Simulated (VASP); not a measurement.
Write the native input for VASP 6.6.1 that does the following.

```yaml
Task: relaxation of cell and atoms
Functional: PBE
Potentials_or_basis: VASP PAW PBE potentials, release 64 (Ta_pv, As, Au, O)
Cutoff: 600 eV
k_mesh: 4 × 4 × 4
Occupations: fermi-dirac, width 0.05 eV
Spin: no spin polarisation
Further_INCAR_settings: ALGO = Normal; EDIFF = 1e-07; IBRION = 2; EDIFFG = -0.02; NSW = 60; ISIF = 3
```

The structure of Ta3AsAu2O13 lies in POSCAR:

```
Ta3AsAu2O13
1.0
    5.2423700000      3.0266800000      4.1427300000
   -5.2423700000      3.0266800000      4.1427300000
    0.0000000000     -6.0533700000      4.1427300000
Ta As Au O
3 1 2 13
Direct
    0.2310800000      0.5722900000      0.2310800000
    0.2310800000      0.2310800000      0.5722900000
    0.5722900000      0.2310800000      0.2310800000
    0.5587800000      0.5587800000      0.5587800000
    0.9655900000      0.9655900000      0.9655900000
    0.7510500000      0.7510500000      0.7510500000
    0.4088400000      0.6676200000      0.4088400000
    0.4088400000      0.4088400000      0.6676200000
    0.6676200000      0.4088400000      0.4088400000
    0.4972600000      0.0131300000      0.3602400000
    0.3602400000      0.4972600000      0.0131300000
    0.0131300000      0.3602400000      0.4972600000
    0.3602400000      0.0131300000      0.4972600000
    0.0131300000      0.4972600000      0.3602400000
    0.4972600000      0.3602400000      0.0131300000
    0.1096300000      0.7480600000      0.1096300000
    0.1096300000      0.1096300000      0.7480600000
    0.7480600000      0.1096300000      0.1096300000
    0.3084000000      0.3084000000      0.3084000000
```

The cell was built by a generator and needn't be a form met in nature.

One way to write it, as run:

INCAR

```
PREC     = Accurate       # precision mode
ENCUT    = 600            # plane-wave cutoff, eV
EDIFF    = 1E-7           # SCF threshold, eV
ISMEAR   = -1             # smearing method
SIGMA    = 0.05           # smearing width, eV
LREAL    = False          # projectors in reciprocal space
LASPH    = True           # aspherical terms in the spheres
NELM     = 80             # most SCF steps
ALGO     = Normal         # electronic algorithm
ISIF     = 3              # what is computed and relaxed
LWAVE    = False          # write WAVECAR
LCHARG   = False          # write CHGCAR
GGA      = PE             # functional
IBRION   = 2              # ionic algorithm
NSW      = 60             # ionic steps
EDIFFG   = -0.02          # ionic threshold
KPAR     = 4
```

KPOINTS

```
Automatic mesh
0
Gamma
  4 4 4
```

Potentials or basis: VASP PAW PBE potentials, release 64 (Ta_pv, As, Au, O).

Run with:

```bash
$ cat potpaw_PBE.64/Ta_pv/POTCAR potpaw_PBE.64/As/POTCAR potpaw_PBE.64/Au/POTCAR potpaw_PBE.64/O/POTCAR > POTCAR
$ mpirun -np 4 vasp_std > vasp.out
```

Results of the run:

* Relaxed volume: 20.73 Å³/atom
* Relaxed cell: a = 7.332 Å, b = 7.332 Å, c = 7.332 Å, α = 91.21°, β = 91.21°, γ = 91.21°
* Space group after relaxing (to 0.05 Å): R3m (No. 160)
* Energy gained by relaxing: 0.4 meV/atom
* Ionic steps: 10
* Pressure after relaxing: 0.0 GPa
* Largest force after relaxing: 0.020 eV/Å
* Band gap on the k mesh: 1.08 eV, indirect (least direct gap 1.12 eV)

Caveat: spin-orbit coupling is left out, which moves the levels of the heavy elements.

It took 23 min on 4 MPI ranks on Intel(R) Xeon(R) Platinum 8488C (Sapphire Rapids), with other jobs on the host, peak memory 0.84 GiB a rank.
